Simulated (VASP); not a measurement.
A cell of KBr (rock salt) near equilibrium:

```
KBr
1.0
    0.00000     3.30311     3.30311
    3.30311     0.00000     3.30311
    3.30311     3.30311     0.00000
K Br
1 1
Direct
  0.00000   0.00000   0.00000
  0.50000   0.50000   0.50000
```

All values below come from r2SCAN meta-GGA, VASP's PBE PAW potentials (set 64) (plane waves; VASP).

| run | ΔE (meV/atom) | σxx | σyy | σzz | largest shear component, with its sign (GPa) | gap (eV) |
|---|---|---|---|---|---|---|
| as it is | 0.0 | 0.01 | 0.01 | 0.01 | 0.00 | 5.07 |
| after one change | 1.4 | -0.67 | -0.07 | -0.07 | 0.00 | 5.01 |
Stress is in GPa, positive when the cell is compressed; gaps are those on the k-mesh, and 0.00 means metallic.

What was changed between the two runs?
A. uniaxial strain of +2.0 % along x
B. shear strain γ_xz = -0.5 %
C. isotropic strain of -3.0 %

A, uniaxial strain of +2.0 % along x

The compound is KBr in the rock salt structure.
